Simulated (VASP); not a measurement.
Output of a VASP run:

File OSZICAR:
```
       N       E                     dE             d eps       ncg     rms          rms(c)
DAV:   1     0.125191320646E+03    0.12519E+03   -0.11186E+04  8640   0.148E+03
DAV:   2    -0.214515835809E+02   -0.14664E+03   -0.14514E+03  9830   0.358E+02
DAV:   3    -0.256642575145E+02   -0.42127E+01   -0.41785E+01 11650   0.520E+01
DAV:   4    -0.256945177170E+02   -0.30260E-01   -0.30226E-01  9837   0.521E+00
DAV:   5    -0.256949064407E+02   -0.38872E-03   -0.39058E-03 11797   0.587E-01    0.247E+01
DAV:   6    -0.249187097880E+02    0.77620E+00   -0.47769E+00 10446   0.161E+01    0.833E+00
DAV:   7    -0.248381424064E+02    0.80567E-01   -0.31764E-01  9767   0.333E+00    0.448E+00
DAV:   8    -0.248152060914E+02    0.22936E-01   -0.49094E-02 11181   0.198E+00    0.307E-01
DAV:   9    -0.248147759703E+02    0.43012E-03   -0.13008E-03 10327   0.302E-01    0.181E-01
DAV:  10    -0.248147029271E+02    0.73043E-04   -0.33418E-04 10747   0.184E-01    0.350E-02
DAV:  11    -0.248146961694E+02    0.67578E-05   -0.41504E-05 10957   0.534E-02    0.141E-02
DAV:  12    -0.248146974703E+02   -0.13009E-05   -0.18993E-06 10523   0.961E-03    0.347E-03
DAV:  13    -0.248146964957E+02    0.97456E-06   -0.32559E-07  9619   0.566E-03    0.531E-04
DAV:  14    -0.248146963689E+02    0.12683E-06   -0.14446E-08  5174   0.128E-03    0.336E-04
DAV:  15    -0.248146963853E+02   -0.16399E-07   -0.35683E-09  4936   0.671E-04
   1 F= -.24814696E+02 E0= -.24814696E+02  d E =0.000000E+00
```

**OUTCAR**
```
------------------------ aborting loop because EDIFF is reached ----------------------------------------
  FORCE on cell =-STRESS in cart. coord.  units (eV):
  Direction    XX          YY          ZZ          XY          YZ          ZX
  --------------------------------------------------------------------------------------
  Total        0.0240319      0.0240319     -0.0503991      0.0000000      0.0000000     -0.0000000
  in kB        0.9384748      0.9384748     -1.9681486      0.0000000      0.0000000     -0.0000000
  external PRESSURE =      -0.0303997 kB  Pullay stress =       0.0000000 kB
  volume of cell :       41.03
      direct lattice vectors                 reciprocal lattice vectors
    -1.614578985  1.614578985  3.934566687     0.000000000  0.309678253  0.127078797
     1.614578985 -1.614578985  3.934566687     0.309678253  0.000000000  0.127078797
     1.614578985  1.614578985 -3.934566687     0.309678253  0.309678253  0.000000000
 POSITION                                       TOTAL-FORCE (eV/Angst)
 -----------------------------------------------------------------------------------
      0.00000      0.00000      5.23761         0.000000      0.000000     -0.034468
      0.00000      0.00000      2.63152        -0.000000     -0.000000      0.034468
      0.00000      0.00000      0.00000         0.000000      0.000000     -0.000000
 -----------------------------------------------------------------------------------
    total drift:                                0.000000      0.000000     -0.000000
  FREE ENERGIE OF THE ION-ELECTRON SYSTEM (eV)
  ---------------------------------------------------
  free  energy   TOTEN  =       -24.8146963853 eV

  energy  without entropy=      -24.8146963853  energy(sigma->0) =      -24.81469639

 total charge

# of ion       s       p       d       tot
------------------------------------------
    1        0.736   0.882   0.000   1.617
    2        0.736   0.882   0.000   1.617
    3        2.311   6.298   3.572  12.181
--------------------------------------------------
tot          3.783   8.061   3.572  15.416

 Electric field gradients after diagonalization (V/A^2)
 (convention: |V_zz| > |V_xx| > |V_yy|)
----------------------------------------------------------------------
 ion       V_xx      V_yy      V_zz     asymmetry (V_yy - V_xx)/ V_zz
----------------------------------------------------------------------
   1       4.647     4.646    -9.293       0.000
   2       4.647     4.646    -9.293       0.000
   3      67.784    67.783  -135.567       0.000
```
(Selected blocks of OUTCAR.)

POSCAR:
```
WSi2
1
   -1.6145789854     1.6145789854     3.9345666869
    1.6145789854    -1.6145789854     3.9345666869
    1.6145789854     1.6145789854    -3.9345666869
Si W
2 1
Direct
  0.6655895076   0.6655895076   0.0000000000
  0.3344104924   0.3344104924   0.0000000000
  0.0000000000   0.0000000000   0.0000000000
```

**Question.** Reconstruct the remaining input files.

**Answer.** This is not unique; one that fits is the input of the run itself, PBE GGA, plane waves, VASP's PBE PAW potentials (set 64).

File KPOINTS:
```
Automatic mesh
0
Gamma
15 15 15
0 0 0
```

INCAR:
```
SYSTEM=WSi2
PREC=Accurate; ENCUT=520; LREAL=.FALSE.
LASPH=.TRUE.
EDIFF=1E-7; NELM=100; ALGO=Normal
LMAXMIX=6
ISMEAR=-5
GGA=PE
ISIF=2
LWAVE=.FALSE.; LCHARG=.TRUE.; LORBIT=11
NEDOS=601
LEFG=.TRUE.
```

POTCAR, in this order: Si W_sv (PBE.64 set). Program: vasp_std.

For a metal the tetrahedron method with Blöchl corrections gives inexact stress and forces.

The compound is WSi2 in the MoSi2 type structure. It was relaxed first.
